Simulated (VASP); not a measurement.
Level of theory: PBE GGA, VASP's PBE PAW potentials (set 64) (plane waves; VASP).

VASP ran on this input.

File POSCAR:
```
PbS
6.05880
  0.0000000000   0.5000000000   0.5000000000
  0.5000000000   0.0000000000   0.5000000000
  0.5000000000   0.5000000000   0.0000000000
Pb S
1 1
direct
  0.0000000000   0.0000000000   0.0000000000
  0.5000000000   0.5000000000   0.5000000000
```

**KPOINTS**
```
Automatic mesh
0
gamma
 7 7 7
0 0 0
```

INCAR:
```
# general
SYSTEM   =  PbS
PREC     =  Accurate
ENCUT    =  400   # plane-wave cut-off (eV)
LREAL    =  F
LASPH    =  T
NBANDS   =  18

# electronic loop
EDIFF    =  1E-6
NELM     =  100   # most electronic steps
ALGO     =  Normal   # blocked Davidson
LMAXMIX  =  4

# smearing
ISMEAR   =  0   # Gaussian
SIGMA    =  0.05   # width (eV)

# functional
GGA      =  PE

# ions
ISIF     =  2   # forces and stress, cell fixed

# output
LWAVE    =  F
LCHARG   =  F
```

POTCAR, in this order: Pb_d S (PBE.64 set). Program: vasp_std.

Output of the run:

OUTCAR:
```
 ion  position               nearest neighbor table
   1  0.000  0.000  0.000-   2 3.03   2 3.03   2 3.03   2 3.03   2 3.03   2 3.03
   2  0.500  0.500  0.500-   1 3.03   1 3.03   1 3.03   1 3.03   1 3.03   1 3.03
  LATTYP: Found a face centered cubic cell.
 ALAT       =     6.0588000000
 Subroutine PRICEL returns:
 Original cell was already a primitive cell.
 Subroutine GETGRP returns: Found 48 space group operations
The static configuration has the point symmetry O_h .
The dynamic configuration has the point symmetry O_h .
 Subroutine INISYM returns: Found 48 space group operations
 Subroutine IBZKPT returns following result:
 Found     20 irreducible k-points:

 Following reciprocal coordinates:
            Coordinates               Weight
  0.000000  0.000000  0.000000      1.000000
  0.142857  0.000000  0.000000      8.000000
  0.285714  0.000000  0.000000      8.000000
  0.428571  0.000000  0.000000      8.000000
  0.142857  0.142857  0.000000      6.000000
  0.285714  0.142857  0.000000     24.000000
  0.428571  0.142857  0.000000     24.000000
 -0.428571  0.142857  0.000000     24.000000
 -0.285714  0.142857  0.000000     24.000000
 -0.142857  0.142857  0.000000     12.000000
  0.285714  0.285714  0.000000      6.000000
  0.428571  0.285714  0.000000     24.000000
 -0.428571  0.285714  0.000000     24.000000
 -0.285714  0.285714  0.000000     12.000000
  0.428571  0.428571  0.000000      6.000000
 -0.428571  0.428571  0.000000     12.000000
  0.428571  0.285714  0.142857     24.000000
 -0.428571  0.285714  0.142857     48.000000
 -0.428571  0.428571  0.142857     24.000000
 -0.285714  0.428571  0.142857     24.000000
   k-points           NKPTS =     20   k-points in BZ     NKDIM =     20   number of bands    NBANDS=     18
   number of dos      NEDOS =    301   number of ions     NIONS =      2
   total plane-waves  NPLWV =  21952
   dimension x,y,z NGX =    28 NGY =   28 NGZ =   28
...
```

File OSZICAR:
```
       N       E                     dE             d eps       ncg     rms          rms(c)
DAV:   1     0.144625116727E+03    0.14463E+03   -0.83439E+03   738   0.936E+02
DAV:   2     0.204515098977E+01   -0.14258E+03   -0.13698E+03   774   0.273E+02
DAV:   3    -0.903662294943E+01   -0.11082E+02   -0.11010E+02   924   0.822E+01
DAV:   4    -0.929667739847E+01   -0.26005E+00   -0.25983E+00   920   0.139E+01
DAV:   5    -0.930696480295E+01   -0.10287E-01   -0.10287E-01   976   0.259E+00    0.421E+00
DAV:   6    -0.875937286971E+01    0.54759E+00   -0.15164E+00  1094   0.761E+00    0.294E+00
DAV:   7    -0.876204023202E+01   -0.26674E-02   -0.14755E-01   816   0.177E+00    0.180E+00
DAV:   8    -0.876608034808E+01   -0.40401E-02   -0.19979E-02   796   0.137E+00    0.435E-01
DAV:   9    -0.876511109507E+01    0.96925E-03   -0.46686E-03  1068   0.529E-01    0.105E-01
DAV:  10    -0.876537608466E+01   -0.26499E-03   -0.47907E-04   782   0.112E-01    0.918E-02
DAV:  11    -0.876538004469E+01   -0.39600E-05   -0.58800E-05  1002   0.781E-02    0.123E-02
DAV:  12    -0.876538121847E+01   -0.11738E-05   -0.39269E-06   872   0.197E-02    0.276E-03
DAV:  13    -0.876538125104E+01   -0.32568E-07   -0.16863E-07   496   0.496E-03
   1 F= -.87653813E+01 E0= -.87653813E+01  d E =-.657233E-16
```

**OUTCAR**
```
------------------------ aborting loop because EDIFF is reached ----------------------------------------
  FORCE on cell =-STRESS in cart. coord.  units (eV):
  Direction    XX          YY          ZZ          XY          YZ          ZX
  --------------------------------------------------------------------------------------
  Total       -0.4637854     -0.4637854     -0.4637854      0.0000000      0.0000000      0.0000000
  in kB      -13.3637327    -13.3637327    -13.3637327      0.0000000      0.0000000      0.0000000
  external PRESSURE =     -13.3637327 kB  Pullay stress =       0.0000000 kB
  volume of cell :       55.60
      direct lattice vectors                 reciprocal lattice vectors
     0.000000000  3.029400000  3.029400000    -0.165049185  0.165049185  0.165049185
     3.029400000  0.000000000  3.029400000     0.165049185 -0.165049185  0.165049185
     3.029400000  3.029400000  0.000000000     0.165049185  0.165049185 -0.165049185
  FREE ENERGIE OF THE ION-ELECTRON SYSTEM (eV)
  ---------------------------------------------------
  free  energy   TOTEN  =        -8.7653812510 eV

  energy  without entropy=       -8.7653812510  energy(sigma->0) =       -8.76538125
```
(Selected blocks of OUTCAR.)

The compound is PbS in the rock salt structure. The cell was not relaxed at this level. The run is one of a series of settings (NBANDS = 18 against the base run), some of them coarse on purpose.
